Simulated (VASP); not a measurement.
Calculation: PBE GGA, VASP's PBE PAW potentials (set 64) (plane waves; VASP).

VASP input:

**POSCAR**
```
Au
1.0
  0.0000000000   2.0776498160   2.0776498160
  2.0776498160   0.0000000000   2.0776498160
  2.0776498160   2.0776498160   0.0000000000
Au
1
direct
  0.0000000000   0.0000000000   0.0000000000
```

INCAR:
```
ISMEAR = 1   ! Methfessel-Paxton
LWAVE = .FALSE.
SIGMA = 0.1   ! width (eV)
IBRION = 2
NSW = 60   ! most ionic steps
EDIFFG = -0.01
LASPH = .TRUE.
ALGO = Normal   ! blocked Davidson
LMAXMIX = 6   ! l cut-off of mixed one-centre charges
GGA = PE   ! PBE
LCHARG = .FALSE.
SYSTEM = Au
ENCUT = 480   ! plane-wave cut-off (eV)
EDIFF = 1E-6   ! SCF stop (eV)
ISIF = 3   ! ions, shape and volume
NELM = 100   ! most electronic steps
PREC = Accurate
LREAL = .FALSE.   ! projection in real space or not
```

File KPOINTS:
```
Automatic mesh
0
Gamma
14 14 14
0 0 0
```

POTCAR, in this order: Au (PBE.64 set). Program: vasp_std.

Unless said otherwise, spin-orbit coupling is left out, though it shifts the bands of the heavy elements here.

**Question.** Estimate the energy per atom (σ→0), band gap (on the k-mesh).

**Answer.** 
```yaml
energy per atom (σ→0): -310.5 kJ/mol-atom
band gap (on the k-mesh): none (metal, semimetal or under 0.01 eV)
```

OSZICAR:
```
...
DAV:   5    -0.348119544624E+01   -0.61187E-05   -0.61192E-05  2127   0.724E-02    0.803E+00
DAV:   6    -0.323610262315E+01    0.24509E+00   -0.83310E-01  1916   0.884E+00    0.522E+00
DAV:   7    -0.321989102242E+01    0.16212E-01   -0.67624E-02  2012   0.250E+00    0.261E+00
DAV:   8    -0.321801445044E+01    0.18766E-02   -0.13980E-03  1994   0.386E-01    0.230E-01
DAV:   9    -0.321800164155E+01    0.12809E-04   -0.80372E-06  2056   0.313E-02    0.283E-02
DAV:  10    -0.321800774088E+01   -0.60993E-05   -0.32090E-06  2032   0.230E-02    0.406E-03
DAV:  11    -0.321800762550E+01    0.11538E-06   -0.51321E-08   973   0.224E-03
   1 F= -.32180076E+01 E0= -.32182165E+01  d E =-.321801E+01
```

The compound is Au in the fcc structure. It was relaxed first, which changed the volume by +6 %. The start is the result of an earlier pass.
